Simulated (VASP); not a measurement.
# Ruthenium: the relaxed cell at several levels of theory

Which functional gives which lattice for Ruthenium? The starting structure is a measured crystal structure from the Crystallography Open Database.

Program: VASP 6.6.1. Level of theory: Kohn-Sham DFT with plane waves and PAW; PBEsol, r2SCAN, PBE and LDA. Results are calculated unless marked as measured.

**1. Set-up**

Symmetry: P6_3/mmc, No. 194, hexagonal system. Conventional cell: a = 2.706 Å, b = 2.706 Å, c = 4.282 Å, α = 90.00°, β = 90.00°, γ = 120.00°. Ru has 12 Ru at 2.65 to 2.71 Å nearest.

Coordinates:

```
Ru
1.0
     2.70580    0.00000    0.00000
    -1.35290    2.34329    0.00000
     0.00000    0.00000    4.28190
Ru
2
Direct
  0.66667 0.33333 0.75000
  0.33333 0.66667 0.25000
```

**2. Relaxation with PBEsol**

PBEsol restores the gradient expansion of exchange and is tuned for the cells of solids. This run starts from the cell of an earlier relaxation, which isn't shown; the restart sets up the plane waves anew.

Input file INCAR:

```
SYSTEM = Ru
PREC = Accurate
ENCUT = 520
EDIFF = 1E-07
NELM = 100
ISMEAR = 1
SIGMA = 0.15
LREAL = .FALSE.
ALGO = Normal
GGA = PS
NBANDS = 20
LASPH = .TRUE.
LORBIT = 11
LWAVE = .FALSE.
LCHARG = .FALSE.
KPAR = 4
IBRION = 2
NSW = 50
ISIF = 3
EDIFFG = -0.005
```

Input file POSCAR:

```
Ru
1.0
    2.6916971105      0.0000000000      0.0000000000
   -1.3458485553      2.3310780771      0.0000000000
    0.0000000000      0.0000000000      4.2446280087
Ru
2
Direct
    0.6666666667      0.3333333333      0.7500000000
    0.3333333333      0.6666666667      0.2500000000
```

Input file KPOINTS:

```
Automatic mesh
0
Gamma
20 20 12
0 0 0
```

PAW data sets: Ru_pv (PBE family, release 64).

Command:

```sh
mpirun -np 4 vasp_std
```

Output:

```text
[banner, memory and clock lines left out]
running    4 mpi-ranks, on    1 nodes
 distrk:  each k-point on    1 cores,    4 groups
 distr:  one band on    1 cores,    1 groups

 POSCAR found type information on POSCAR Ru
 POSCAR found :  1 types and       2 ions
|                                                                             |
|               ----> ADVICE to this user running VASP <----                  |
|                                                                             |
|     You enforced a specific xc type in the INCAR file but a different       |
|     [... a line on the potential file left out ...]
|     I HOPE YOU KNOW WHAT YOU ARE DOING!                                     |
|                                                                             |

 LDA part: xc-table for (Slater+PW92), standard interpolation
 POSCAR, INCAR and KPOINTS ok, starting setup
 FFT: planning ... GRIDC
 FFT: planning ... GRID_SOFT
 FFT: planning ... GRID
 WAVECAR not read
 entering main loop
       N       E                     dE             d eps       ncg     rms          rms(c)
DAV:   1     0.285718000794E+03    0.28572E+03   -0.17688E+04 12368   0.156E+03
DAV:   2    -0.158826748172E+02   -0.30160E+03   -0.29308E+03 12660   0.461E+02
DAV:   3    -0.218901344098E+02   -0.60075E+01   -0.59617E+01 14036   0.726E+01
DAV:   4    -0.219360075911E+02   -0.45873E-01   -0.45828E-01 16028   0.601E+00
DAV:   5    -0.219366151195E+02   -0.60753E-03   -0.60615E-03 13664   0.616E-01    0.202E+01
DAV:   6    -0.204419924870E+02    0.14946E+01   -0.34529E+00 14432   0.186E+01    0.527E+00
DAV:   7    -0.203524093595E+02    0.89583E-01   -0.63130E-01 14120   0.580E+00    0.982E-01
DAV:   8    -0.203440946796E+02    0.83147E-02   -0.24599E-02 13800   0.122E+00    0.426E-01
DAV:   9    -0.203424014601E+02    0.16932E-02   -0.27661E-03 14136   0.594E-01    0.470E-02
DAV:  10    -0.203423855356E+02    0.15925E-04   -0.20118E-04 13800   0.144E-01    0.262E-02
DAV:  11    -0.203423873011E+02   -0.17655E-05   -0.63617E-06 14400   0.242E-02    0.145E-03
DAV:  12    -0.203423872242E+02    0.76882E-07   -0.20214E-07  9748   0.424E-03
   1 F= -.20342387E+02 E0= -.20342175E+02  d E =-.203424E+02
 curvature:   0.00 expect dE= 0.000E+00 dE for cont linesearch  0.000E+00
 trial: gam= 0.00000 g(F)=  0.457E-46 g(S)=  0.211E-07 ort = 0.000E+00 (trialstep = 0.100E+01)
 search vector abs. value=  0.212E-07
 reached required accuracy - stopping structural energy minimisation
```

Elapsed: 14 s, on 4 MPI ranks of Intel Xeon 6975P-C (Granite Rapids), shared host; peak memory 0.91 GiB.

The logs omit lines about the potential files and the build; timing stands in the text.

From OUTCAR (step 2):

```text
ion  position               nearest neighbor table
   1  0.667  0.333  0.750-   2 2.63   2 2.63   2 2.63   2 2.63   2 2.63   2 2.63
   2  0.333  0.667  0.250-   1 2.63   1 2.63   1 2.63   1 2.63   1 2.63   1 2.63

  LATTYP: Found a hexagonal cell.
 ALAT       =     2.6916971105
 C/A-ratio  =     1.5769337464

 Subroutine GETGRP returns: Found 24 space group operations
 (whereof 12 operations were pure point group operations)

The static configuration has the point symmetry D_3d.
 The point group associated with its full space group is D_6h.

 Found    308 irreducible k-points:

   k-points           NKPTS =    308   k-points in BZ     NKDIM =    308   number of bands    NBANDS=     20

   dimension x,y,z NGX =    20 NGY =   20 NGZ =   32
   dimension x,y,z NGXF=    40 NGYF=   40 NGZF=   64

   ENCUT  =  520.0 eV  38.22 Ry    6.18 a.u.   5.00  5.00  7.89*2*pi/ulx,y,z

   NELECT =      28.0000    total number of electrons

 k-points in reciprocal lattice and weights: Automatic mesh
   0.00000000  0.00000000  0.00000000       0.000
   0.05000000 -0.00000000  0.00000000       0.001
   0.10000000  0.00000000  0.00000000       0.001
   0.15000000  0.00000000  0.00000000       0.001
   0.20000000  0.00000000  0.00000000       0.001
   0.25000000  0.00000000  0.00000000       0.001
   0.30000000  0.00000000  0.00000000       0.001
   0.35000000  0.00000000  0.00000000       0.001
   0.40000000  0.00000000  0.00000000       0.001
[...]
0.30000000  0.30000000  0.50000000       0.001
   0.35000000  0.30000000  0.50000000       0.001

 average (electrostatic) potential at core
       1 -66.8020       2 -66.8020

 E-fermi :  13.1055

 k-point     1 :       0.0000    0.0000    0.0000
  band No.  band energies     occupation
    ...
     11      10.5886      2.00000
     12      11.0811      2.00000
     13      11.0811      2.00000
     14      11.5984      2.00000
     15      11.5984      2.00000
     16      14.2841     -0.00000
     17      14.2841     -0.00000
     18      14.3570     -0.00000
     19      23.2712      0.00000
     20      23.3191      0.00000

 k-point     2 :       0.0500   -0.0000    0.0000
  band No.  band energies     occupation
    ...
     11      10.7750      2.00000
     12      11.0379      2.00000
     13      11.1525      2.00000
     14      11.5065      2.00000
     15      11.5379      2.00000
     16      13.2868     -0.07083
     17      14.3230     -0.00000
     18      15.4805     -0.00000
     19      23.2703      0.00000
     20      23.3570      0.00000

 k-point     3 :       0.1000    0.0000    0.0000
  band No.  band energies     occupation
    ...
     12      11.0783      2.00000
     13      11.1762      2.00000
     14      11.3634      2.00000
     15      11.3731      2.00000
     16      12.4882      2.00000
     17      14.4249     -0.00000
     18      16.7159      0.00000
     19      23.2647      0.00000
     20      23.3091      0.00000

  Total        0.0004177      0.0004177     -0.0007263     -0.0000000      0.0000000     -0.0000000
  in kB        0.0251290      0.0251290     -0.0436930     -0.0000000      0.0000000     -0.0000000
  external PRESSURE =       0.0021883 kB  Pullay stress =       0.0000000 kB

  energy-cutoff  :      520.00
  volume of cell :       26.63
      direct lattice vectors                 reciprocal lattice vectors
     2.691697110  0.000000000  0.000000000     0.371512826  0.214493030  0.000000000
    -1.345848555  2.331078077  0.000000000     0.000000000  0.428986060  0.000000000
     0.000000000  0.000000000  4.244628009     0.000000000  0.000000000  0.235591905

 POSITION                                       TOTAL-FORCE (eV/Angst)
 -----------------------------------------------------------------------------------
      1.34585      0.77703      3.18347        -0.000000      0.000000      0.000000
     -0.00000      1.55405      1.06116         0.000000     -0.000000      0.000000
 -----------------------------------------------------------------------------------
    total drift:                               -0.000000      0.000000     -0.000000

  FREE ENERGIE OF THE ION-ELECTRON SYSTEM (eV)
  ---------------------------------------------------
  free  energy   TOTEN  =       -20.3423872242 eV

  energy  without entropy=      -20.3417520348  energy(sigma->0) =      -20.34217549

 reached required accuracy - stopping structural energy minimisation

 total charge
# of ion       s       p       d       tot
------------------------------------------
    1        0.412   6.330   5.963  12.705
    2        0.412   6.330   5.963  12.705
--------------------------------------------------
tot          0.823  12.660  11.926  25.410

[... 3 further parts left out ...]
```

The PAW data sets were made with PBE, which is usual practice but a small mismatch for other functionals. The run keeps the 24 symmetry operations of its start, so it cannot find a distortion of lower symmetry.

With PBEsol the relaxed cell holds 13.317 Å³ an atom, -1.90 % against the measured cell, with a = 2.692 Å and c = 4.245 Å.

**3. Relaxation with r2SCAN**

r2SCAN adds the kinetic-energy density, costs more than a GGA and is run with LASPH. This run starts from the cell of an earlier relaxation, which isn't shown; the restart sets up the plane waves anew.

INCAR, as its differences from that of step 2:

```diff
@@ -9,5 +9,5 @@
 ALGO = Normal
-GGA = PS
+METAGGA = R2SCAN
+LASPH = .TRUE.
 NBANDS = 20
-LASPH = .TRUE.
 LORBIT = 11
```

Input file POSCAR:

```
Ru
1.0
    2.7085974411      0.0000000000      0.0000000000
   -1.3542987205      2.3457141926      0.0000000000
    0.0000000000      0.0000000000      4.2657263087
Ru
2
Direct
    0.6666666667      0.3333333333      0.7500000000
    0.3333333333      0.6666666667      0.2500000000
```

KPOINTS is that of step 2.

Command:

```sh
mpirun -np 4 vasp_std
```

Output:

```text
[banner, memory and clock lines left out]
running    4 mpi-ranks, on    1 nodes
[...]
[... a notice as in an earlier step ...]

 LDA part: xc-table for (None), standard interpolation
 POSCAR, INCAR and KPOINTS ok, starting setup
[...]
entering main loop
       N       E                     dE             d eps       ncg     rms          rms(c)
DAV:   1     0.257626017415E+03    0.25763E+03   -0.18192E+04 12356   0.160E+03
DAV:   2    -0.550415099833E+02   -0.31267E+03   -0.30415E+03 12708   0.476E+02
DAV:   3    -0.614358448538E+02   -0.63943E+01   -0.63366E+01 14172   0.761E+01
DAV:   4    -0.614934750260E+02   -0.57630E-01   -0.57475E-01 16652   0.660E+00
[...]
DAV:  13    -0.508570500820E+02   -0.17808E-06   -0.94878E-08  9072   0.247E-03    0.382E-04
DAV:  14    -0.508570501966E+02   -0.11461E-06   -0.54399E-09  6640   0.693E-04    0.688E-05
DAV:  15    -0.508570502073E+02   -0.10681E-07   -0.52750E-10  6352   0.227E-04
   1 F= -.50857050E+02 E0= -.50856877E+02  d E =-.508571E+02
[...]
reached required accuracy - stopping structural energy minimisation
```

The job ended after 62 s (4 MPI ranks; peak memory 0.91 GiB; 4 min of CPU time).

OUTCAR, selected parts (step 3):

```text
  Total        0.0022066      0.0022066      0.0009300      0.0000000      0.0000000     -0.0000000
  in kB        0.1304438      0.1304438      0.0549796      0.0000000      0.0000000     -0.0000000
  external PRESSURE =       0.1052891 kB  Pullay stress =       0.0000000 kB

 POSITION                                       TOTAL-FORCE (eV/Angst)
 -----------------------------------------------------------------------------------
      1.35430      0.78190      3.19929        -0.000000     -0.000000      0.000000
     -0.00000      1.56381      1.06643         0.000000      0.000000      0.000000
 -----------------------------------------------------------------------------------
    total drift:                                0.000000     -0.000000      0.000000

  FREE ENERGIE OF THE ION-ELECTRON SYSTEM (eV)
  ---------------------------------------------------
  free  energy   TOTEN  =       -50.8570502073 eV

  energy  without entropy=      -50.8565312046  energy(sigma->0) =      -50.85687721

[... 2 parts as in an earlier step ...]

[... 2 further parts left out ...]
[key lines of the parts left out:]
E-fermi :  12.8115
```

With r2SCAN the relaxed cell holds 13.551 Å³ an atom, -0.17 % against the measured cell, with a = 2.709 Å and c = 4.266 Å. That is +1.76 % from PBEsol.

**4. Relaxation with PBE**

PBE, the usual starting point, adds the gradient of the density. This run starts from the cell of an earlier relaxation, which isn't shown; the restart sets up the plane waves anew.

INCAR, as its differences from that of step 3:

```diff
@@ -9,5 +9,5 @@
 ALGO = Normal
-METAGGA = R2SCAN
+GGA = PE
+NBANDS = 20
 LASPH = .TRUE.
-NBANDS = 20
 LORBIT = 11
```

Input file POSCAR:

```
Ru
1.0
    2.7217784537      0.0000000000      0.0000000000
   -1.3608892269      2.3571292844      0.0000000000
    0.0000000000      0.0000000000      4.2895912858
Ru
2
Direct
    0.6666666667      0.3333333333      0.7500000000
    0.3333333333      0.6666666667      0.2500000000
```

KPOINTS is that of step 3.

Command:

```sh
mpirun -np 4 vasp_std
```

Output:

```text
[banner, memory and clock lines left out]
running    4 mpi-ranks, on    1 nodes
[...]
LDA part: xc-table for (Slater+PW92), standard interpolation
 POSCAR, INCAR and KPOINTS ok, starting setup
[...]
entering main loop
       N       E                     dE             d eps       ncg     rms          rms(c)
DAV:   1     0.287602596949E+03    0.28760E+03   -0.17749E+04 12336   0.156E+03
DAV:   2    -0.138229217299E+02   -0.30143E+03   -0.29329E+03 12712   0.460E+02
DAV:   3    -0.197847692980E+02   -0.59618E+01   -0.59186E+01 14132   0.722E+01
DAV:   4    -0.198309252203E+02   -0.46156E-01   -0.46120E-01 16148   0.599E+00
[...]
DAV:  11    -0.184685953323E+02    0.50684E-05   -0.19896E-05 14068   0.426E-02    0.166E-03
DAV:  12    -0.184685950855E+02    0.24675E-06   -0.18591E-07 10788   0.439E-03    0.746E-04
DAV:  13    -0.184685951165E+02   -0.30988E-07   -0.68243E-09  8964   0.852E-04
   1 F= -.18468595E+02 E0= -.18468377E+02  d E =-.184686E+02
[...]
reached required accuracy - stopping structural energy minimisation
```

The job ended after 15 s (4 MPI ranks; peak memory 0.91 GiB; 59 s of CPU time).

From OUTCAR (step 4):

```text
  Total        0.0033763      0.0033763      0.0036579     -0.0000000      0.0000000      0.0000000
  in kB        0.1965647      0.1965647      0.2129591     -0.0000000      0.0000000      0.0000000
  external PRESSURE =       0.2020295 kB  Pullay stress =       0.0000000 kB

 POSITION                                       TOTAL-FORCE (eV/Angst)
 -----------------------------------------------------------------------------------
      1.36089      0.78571      3.21719         0.000000     -0.000000      0.000000
     -0.00000      1.57142      1.07240        -0.000000      0.000000      0.000000
 -----------------------------------------------------------------------------------
    total drift:                               -0.000000      0.000000     -0.000000

  FREE ENERGIE OF THE ION-ELECTRON SYSTEM (eV)
  ---------------------------------------------------
  free  energy   TOTEN  =       -18.4685951165 eV

  energy  without entropy=      -18.4679401268  energy(sigma->0) =      -18.46837679

[... 2 parts as in an earlier step ...]

[... 2 further parts left out ...]
[key lines of the parts left out:]
E-fermi :  12.6403
```

With PBE the relaxed cell holds 13.760 Å³ an atom, +1.37 % against the measured cell, with a = 2.722 Å and c = 4.290 Å. That is +3.33 % from PBEsol.

**5. Relaxation with LDA**

LDA, the lowest rung, knows the local density alone. This run starts from the cell of an earlier relaxation, which isn't shown; the restart sets up the plane waves anew.

INCAR, as its differences from that of step 4:

```diff
@@ -9,3 +9,3 @@
 ALGO = Normal
-GGA = PE
+GGA = CA
 NBANDS = 20
```

Input file POSCAR:

```
Ru
1.0
    2.6785006151      0.0000000000      0.0000000000
   -1.3392503075      2.3196495767      0.0000000000
    0.0000000000      0.0000000000      4.2237357280
Ru
2
Direct
    0.6666666667      0.3333333333      0.7500000000
    0.3333333333      0.6666666667      0.2500000000
```

KPOINTS is that of step 4.

The projector-augmented-wave data sets are Ru_pv (LDA family, release 64).

Command:

```sh
mpirun -np 4 vasp_std
```

Output:

```text
[banner, memory and clock lines left out]
running    4 mpi-ranks, on    1 nodes
[...]
LDA part: xc-table for (Slater(with rela. corr.)+CA(PZ))
 , standard interpolation
 POSCAR, INCAR and KPOINTS ok, starting setup
[...]
entering main loop
       N       E                     dE             d eps       ncg     rms          rms(c)
DAV:   1     0.287273935547E+03    0.28727E+03   -0.17689E+04 12368   0.157E+03
DAV:   2    -0.166830514935E+02   -0.30396E+03   -0.29554E+03 12684   0.463E+02
DAV:   3    -0.227993547990E+02   -0.61163E+01   -0.60611E+01 14144   0.736E+01
DAV:   4    -0.228485612269E+02   -0.49206E-01   -0.49160E-01 15752   0.620E+00
[...]
DAV:  10    -0.213907745313E+02   -0.16203E-04   -0.11750E-04 13772   0.111E-01    0.243E-02
DAV:  11    -0.213907729585E+02    0.15729E-05   -0.15762E-05 13920   0.389E-02    0.156E-03
DAV:  12    -0.213907728955E+02    0.62943E-07   -0.37999E-07 13920   0.557E-03
   1 F= -.21390773E+02 E0= -.21390543E+02  d E =-.213908E+02
[...]
reached required accuracy - stopping structural energy minimisation
```

Elapsed: 13 s, on 4 MPI ranks; peak memory 0.85 GiB.

OUTCAR, selected parts (step 5):

```text
  Total        0.0008405      0.0008405      0.0010629      0.0000000     -0.0000000      0.0000000
  in kB        0.0513146      0.0513146      0.0648949      0.0000000     -0.0000000      0.0000000
  external PRESSURE =       0.0558413 kB  Pullay stress =       0.0000000 kB

 POSITION                                       TOTAL-FORCE (eV/Angst)
 -----------------------------------------------------------------------------------
      1.33925      0.77322      3.16780         0.000000      0.000000      0.000000
     -0.00000      1.54643      1.05593        -0.000000     -0.000000      0.000000
 -----------------------------------------------------------------------------------
    total drift:                               -0.000000      0.000000     -0.000000

  FREE ENERGIE OF THE ION-ELECTRON SYSTEM (eV)
  ---------------------------------------------------
  free  energy   TOTEN  =       -21.3907728955 eV

  energy  without entropy=      -21.3900835148  energy(sigma->0) =      -21.39054310

[... 2 parts as in an earlier step ...]

[... 2 further parts left out ...]
[key lines of the parts left out:]
E-fermi :  13.3843
```

With LDA the relaxed cell holds 13.121 Å³ an atom, -3.34 % against the measured cell, with a = 2.679 Å and c = 4.224 Å. That is -1.47 % from PBEsol.

**6. The runs compared**

```tsv
level	volume (Å³/atom)	against the measured cell (%)	a (Å)	c (Å)	pressure left (GPa)	core minutes
PBEsol	13.317	-1.9	2.6917	4.2446	0.0	7.03
r2SCAN	13.551	-0.17	2.7086	4.2657	0.01	17.1
PBE	13.76	1.37	2.7218	4.2896	0.02	4.63
LDA	13.121	-3.34	2.6785	4.2237	0.01	6.59
```

Core minutes are wall time times ranks, summed over the relaxations behind a row (those for a bulk modulus apart), on shared hosts.

**7. Summary of results**

```yaml
volume_pbesol: 13.32 Å³/atom
volume_r2scan: 13.55 Å³/atom
volume_pbe: 13.76 Å³/atom
volume_lda: 13.12 Å³/atom
```

What this shows: Across 4 levels the volume of Ruthenium spans 4.9 %, from 13.12 Å³ an atom (LDA) to 13.76 Å³ (PBE). Against the measured volume of the starting structure, r2SCAN comes nearest (-0.2 %) and LDA lies farthest (-3.3 %). The measured cell holds zero-point expansion and, unless it was taken cold, thermal expansion, which the runs lack, so small differences decide nothing. All runs keep the symmetry of the start, so they can't find a distortion of lower symmetry.

[Lines on the potential files, build, host, timing and source positions are cut from VASP's logs without a mark.]

[Logs are printed without paths, hosts, clocks, repeated set-up lines and the standing remarks that a program may print on its own settings, such as how far it seeks lower states.]

[Hosts, paths, dates, database ids (printed as entryN), source tags and the programs' standing remarks are cut or masked in the printed files.]
